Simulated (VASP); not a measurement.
Crystal: KTaO3.

```
CELL_PARAMETERS angstrom
3.98830 0.00000 0.00000
0.00000 3.98830 0.00000
0.00000 0.00000 3.98830
ATOMIC_POSITIONS crystal
K 0.50000 0.50000 0.50000
Ta 0.00000 0.00000 0.00000
O 0.50000 0.00000 0.00000
O 0.00000 0.50000 0.00000
O 0.00000 0.00000 0.50000
```

Base run:

| Quantity | Value |
| --- | --- |
| Program | VASP 6.6.1 |
| Functional | LDA |
| Potentials or basis | VASP PAW LDA potentials, release 64 (K_sv, Ta_pv, O) |
| Cutoff | 520 eV |
| k mesh | 4 × 4 × 4 |
| Occupations | gaussian, width 0.01 eV |
| Spin | no spin polarisation |

Its results: band gap on the k mesh 2.00 eV, indirect (least direct gap 2.63 eV); pressure -4.4 GPa.

Task: The run is repeated on the same cell with these changes: functional from LDA to revPBE; potentials or basis from VASP PAW LDA potentials, release 64 (K_sv, Ta_pv, O) to VASP PAW PBE potentials, release 64 (K_sv, Ta_pv, O). What comes out?

Result: Band gap on the k mesh 2.20 eV, indirect (least direct gap 2.81 eV); pressure 9.3 GPa.

Caveats: spin-orbit coupling is left out, which moves the levels of the heavy elements; the PAW data sets were made with another functional, which shifts forces and pressure a little (some runs).

A k mesh can miss the band edges.
